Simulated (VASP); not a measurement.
# NaGeF3 in VASP: one cell, several levels of theory

What does VASP give for NaGeF3 (cubic perovskite), under -5.0 % equal strain in all directions, the cell held fixed? Runs: PBE, r2SCAN. The results are then set beside those of Ansatz 0.2.0 for the same cell. This is a trial cell built on a prototype, not taken from a measured structure, and it needn't be the compound's ground state.

The runs shown are made with VASP 6.6.1. PAW datasets, plane waves. Values at 0 K without nuclear motion; spin polarisation is off, and the phase may be a hypothetical one.

### Step 1. The structure to begin with

The cell comes from an earlier relaxation with r2SCAN in another program.

It is cubic, Pm-3m (No. 221); a = 4.130 Å in the conventional setting, 14.09 Å³ an atom. Na has 12 F at 2.92 Å; Ge has 6 F at 2.07 Å; F has 2 Ge at 2.07 Å and 4 Na at 2.92 Å.

Coordinates:

```
CELL_PARAMETERS angstrom
4.13026 0.00000 0.00000
0.00000 4.13026 0.00000
0.00000 0.00000 4.13026
ATOMIC_POSITIONS crystal
Na 0.00000 0.00000 0.00000
Ge 0.50000 0.50000 0.50000
F 0.50000 0.50000 0.00000
F 0.50000 0.00000 0.50000
F 0.00000 0.50000 0.50000
```

### Step 2. Single point with PBE

INCAR

```
ENCUT = 520.000000
SIGMA = 0.020000
EDIFF = 1.00e-07
GGA = PE
PREC = Accurate
IBRION = -1
ISIF = 2
ISMEAR = -1
NBANDS = 29
NELM = 120
NSW = 0
LASPH = .TRUE.
LCHARG = .FALSE.
LWAVE = .FALSE.
LREAL = .FALSE.
```

KPOINTS

```
KPOINTS created by Atomic Simulation Environment
0
Gamma
6 6 6
0 0 0
```

KPOINTS_OPT

```
special points
4
Reciprocal
0.0000000000 0.0000000000 0.0000000000 1
0.0000000000 0.5000000000 0.0000000000 1
0.5000000000 0.5000000000 0.0000000000 1
0.5000000000 0.5000000000 0.5000000000 1
```

POSCAR

```
Na Ge F
 1.0000000000000000
     4.1302609449999999    0.0000000000000000    0.0000000000000000
     0.0000000000000000    4.1302609449999999    0.0000000000000000
     0.0000000000000000    0.0000000000000000    4.1302609449999999
 Na  Ge  F
   1   1   3
Cartesian
  0.0000000000000000  0.0000000000000000  0.0000000000000000
  2.0651304724999995  2.0651304724999995  2.0651304724999995
  2.0651304724999995  2.0651304724999995  0.0000000000000000
  2.0651304724999995  0.0000000000000000  2.0651304724999995
  0.0000000000000000  2.0651304724999995  2.0651304724999995
```

Potentials: the recommended PBE PAW datasets, 42 valence electrons in the neutral cell.

Started as:

```sh
mpirun -np 1 vasp_std
```

Printed to the terminal (iteration lines stand in OSZICAR):

```text
POSCAR found type information on POSCAR NaGeF
 POSCAR found :  3 types and       5 ions
 LDA part: xc-table for (Slater+PW92), standard interpolation
 POSCAR, INCAR and KPOINTS ok, starting setup
 FFT: planning ... GRIDC
 FFT: planning ... GRID_SOFT
 FFT: planning ... GRID
 WAVECAR not read
 entering main loop
 Start KPOINTS_OPT (optional k-point list driver)
k-point batch [1-4\4]
```

OSZICAR:

```text
N       E                     dE             d eps       ncg     rms          rms(c)
DAV:   1     0.496462728309E+03    0.49646E+03   -0.21357E+04  1440   0.282E+03
DAV:   2     0.500117653612E+02   -0.44645E+03   -0.42158E+03  1257   0.777E+02
DAV:   3    -0.201255883272E+02   -0.70137E+02   -0.69377E+02  1280   0.196E+02
DAV:   4    -0.235142888989E+02   -0.33887E+01   -0.33829E+01  1326   0.491E+01
DAV:   5    -0.235812491150E+02   -0.66960E-01   -0.66955E-01  1306   0.705E+00    0.874E+00
DAV:   6    -0.215322493763E+02    0.20490E+01   -0.67011E+00  1509   0.262E+01    0.284E+00
DAV:   7    -0.215092635218E+02    0.22986E-01   -0.27966E-01  1310   0.598E+00    0.164E+00
DAV:   8    -0.214849752123E+02    0.24288E-01   -0.77701E-02  1686   0.892E+00    0.361E-01
DAV:   9    -0.214841509220E+02    0.82429E-03   -0.17361E-02  1754   0.233E+00    0.150E-01
DAV:  10    -0.214845043573E+02   -0.35344E-03   -0.26139E-03  1468   0.817E-01    0.601E-02
DAV:  11    -0.214844569810E+02    0.47376E-04   -0.39619E-04  1680   0.716E-01    0.131E-02
DAV:  12    -0.214844635781E+02   -0.65971E-05   -0.52828E-05  1576   0.752E-02    0.430E-03
DAV:  13    -0.214844630636E+02    0.51459E-06   -0.31228E-06  1548   0.364E-02    0.109E-03
DAV:  14    -0.214844630449E+02    0.18608E-07   -0.17506E-07  1089   0.394E-03
   1 F= -.21484463E+02 E0= -.21484378E+02  d E =-.169458E-03
       N       E                     dE             ncg
DAV:   1     0.167096048175E+04   -0.42071E+04      276
DAV:   2    -0.120337613282E+03   -0.17913E+04      261
DAV:   3    -0.392324924372E+03   -0.27199E+03      262
DAV:   4    -0.406884913074E+03   -0.14560E+02      281
DAV:   5    -0.407176904516E+03   -0.29199E+00      250
DAV:   6    -0.407185604806E+03   -0.87003E-02      265
DAV:   7    -0.407185957927E+03   -0.35312E-03      279
DAV:   8    -0.407185968116E+03   -0.10188E-04      260
DAV:   9    -0.407185968581E+03   -0.46512E-06      223
DAV:  10    -0.407185968601E+03   -0.19743E-07      164
```

The lines after F= are the extra pass for the points of KPOINTS_OPT, at fixed density; their E is not a total energy.

From OUTCAR:

```text
k-points           NKPTS =     20   k-points in BZ     NKDIM =     20   number of bands    NBANDS=     29

   NELECT =      42.0000    total number of electrons

   dimension x,y,z NGX =    32 NGY =   32 NGZ =   32
   dimension x,y,z NGXF=    64 NGYF=   64 NGZF=   64

  energy-cutoff  :      520.00
  volume of cell :       70.46
      direct lattice vectors                 reciprocal lattice vectors
     4.130260945  0.000000000  0.000000000     0.242115453  0.000000000  0.000000000
     0.000000000  4.130260945  0.000000000     0.000000000  0.242115453  0.000000000
     0.000000000  0.000000000  4.130260945     0.000000000  0.000000000  0.242115453

 k-points in reciprocal lattice and weights: KPOINTS created by Atomic Simulation Env
   0.00000000  0.00000000  0.00000000       0.005
   0.16666667  0.00000000  0.00000000       0.028
   0.33333333  0.00000000  0.00000000       0.028
   0.50000000  0.00000000  0.00000000       0.014
   0.16666667  0.16666667  0.00000000       0.056
   0.33333333  0.16666667  0.00000000       0.111
   0.50000000  0.16666667  0.00000000       0.056
   0.33333333  0.33333333  0.00000000       0.056
[... 12 more k-points ...]

 E-fermi :   5.4466

 k-point     1 :       0.0000    0.0000    0.0000
  band No.  band energies     occupation
      1     -21.8752      2.00000
      2     -21.8752      2.00000
      3     -21.8752      2.00000
      4     -21.8596      2.00000
      5     -21.8596      2.00000
      6     -21.6854      2.00000
      7     -21.0415      2.00000
      8     -21.0415      2.00000
      9     -21.0415      2.00000
     10     -20.0213      2.00000
     11     -20.0213      2.00000
     12      -4.8326      2.00000
     13      -4.8326      2.00000
     14      -4.8326      2.00000
     15      -2.0290      2.00000
     16      -2.0290      2.00000
     17      -2.0290      2.00000
     18      -2.0114      2.00000
     19      -2.0114      2.00000
     20      -2.0114      2.00000
     21      -1.6076      2.00000
     22       5.4782      0.34208
     23      10.7354      0.00000
     24      10.7354      0.00000
     25      10.7354      0.00000
     26      11.5697      0.00000
     27      11.5697      0.00000
     28      13.9950      0.00000
     29      13.9950      0.00000

 k-point     2 :       0.1667    0.0000    0.0000
  band No.  band energies     occupation
      1     -21.9120      2.00000
      2     -21.8751      2.00000
      3     -21.8751      2.00000
      4     -21.8589      2.00000
      5     -21.7941      2.00000
      6     -21.6149      2.00000
      7     -21.0422      2.00000
      8     -21.0422      2.00000
      9     -21.0415      2.00000
     10     -20.1413      2.00000
     11     -20.0205      2.00000
     12      -5.0694      2.00000
     13      -4.7792      2.00000
     14      -4.7792      2.00000
     15      -2.5869      2.00000
     16      -2.0899      2.00000
     17      -2.0899      2.00000
     18      -2.0661      2.00000
     19      -2.0171      2.00000
     20      -2.0171      2.00000
     21      -0.4869      2.00000
     22       5.7609      0.00000
     23       9.6975      0.00000
     24      10.6849      0.00000
     25      10.6849      0.00000
     26      11.8538      0.00000
     27      12.0514      0.00000
     28      13.2704      0.00000
     29      13.2704      0.00000

 k-point     3 :       0.3333    0.0000    0.0000
  band No.  band energies     occupation
      1     -21.9556      2.00000
      2     -21.8748      2.00000
      3     -21.8748      2.00000
      4     -21.8579      2.00000
      5     -21.7128      2.00000
      6     -21.3834      2.00000
      7     -21.0436      2.00000
      8     -21.0436      2.00000
      9     -21.0414      2.00000
     10     -20.4508      2.00000
     11     -20.0195      2.00000
     12      -5.4532      2.00000
     13      -4.6636      2.00000
     14      -4.6636      2.00000
     15      -2.9427      2.00000
     16      -2.2341      2.00000
     17      -2.2341      2.00000
     18      -2.1390      2.00000
     19      -2.0151      2.00000
     20      -2.0151      2.00000
     21       1.0493      2.00000
     22       6.2606      0.00000
     23       8.6736      0.00000
     24      10.5748      0.00000
     25      10.5748      0.00000
     26      11.1284      0.00000
     27      12.5073      0.00000
     28      12.6091      0.00000
     29      12.6091      0.00000

 k-point     4 :       0.5000    0.0000    0.0000
  band No.  band energies     occupation
      1     -21.9728      2.00000
      2     -21.8747      2.00000
      3     -21.8747      2.00000
      4     -21.8571      2.00000
      5     -21.6862      2.00000
      6     -21.1457      2.00000
      7     -21.0443      2.00000
      8     -21.0443      2.00000
      9     -21.0414      2.00000
     10     -20.7175      2.00000
     11     -20.0185      2.00000
     12      -5.6136      2.00000
     13      -4.6003      2.00000
     14      -4.6003      2.00000
     15      -3.0573      2.00000
     16      -2.3119      2.00000
     17      -2.3119      2.00000
     18      -2.1748      2.00000
     19      -2.0138      2.00000
     20      -2.0138      2.00000
     21       1.8904      2.00000
     22       6.2061      0.00000
     23       8.8636      0.00000
     24       9.9832      0.00000
     25      10.5161      0.00000
     26      10.5161      0.00000
     27      12.3953      0.00000
     28      12.3953      0.00000
     29      12.8994      0.00000

[... the tables of k-points 5 to 20 left out ...]

  Total        6.4835667      6.4835667      6.4835667      0.0000000      0.0000000     -0.0000000
  in kB      147.4321133    147.4321133    147.4321133      0.0000000      0.0000000     -0.0000000
  external PRESSURE =     147.4321133 kB  Pullay stress =       0.0000000 kB

 POSITION                                       TOTAL-FORCE (eV/Angst)
 -----------------------------------------------------------------------------------
      0.00000      0.00000      0.00000         0.000000      0.000000      0.000000
      2.06513      2.06513      2.06513         0.000000      0.000000      0.000000
      2.06513      2.06513      0.00000         0.000000      0.000000      0.000000
      2.06513      0.00000      2.06513         0.000000      0.000000      0.000000
      0.00000      2.06513      2.06513         0.000000      0.000000      0.000000
 -----------------------------------------------------------------------------------
    total drift:                                0.000000     -0.000000     -0.000000

  FREE ENERGIE OF THE ION-ELECTRON SYSTEM (eV)
  ---------------------------------------------------
  free  energy   TOTEN  =       -21.4844630449 eV

  energy  without entropy=      -21.4842935866  energy(sigma->0) =      -21.48437832
```

Hardware: 1 MPI rank of Intel Xeon 6975P-C, shared host.

The levels at the points of KPOINTS_OPT are read from vasprun.xml.

Near the gap, in eV above the top of the last filled band v; c is the band after it:

```csv
point,v−1,v,c,c+1
Γ,-7.43,-7.02,0.06,5.32
X,-7.43,-3.52,0.79,3.45
M,-6.92,-1.63,1.42,1.42
R,-6.91,0.00,1.14,1.14
```

PBE gives an indirect gap of 0.06 eV, from R to Γ; the least direct gap is 1.14 eV. The pressure is 14.74 GPa; the forces vanish within 0.01 eV/Å.

(Part 1 of 2 ends here.)
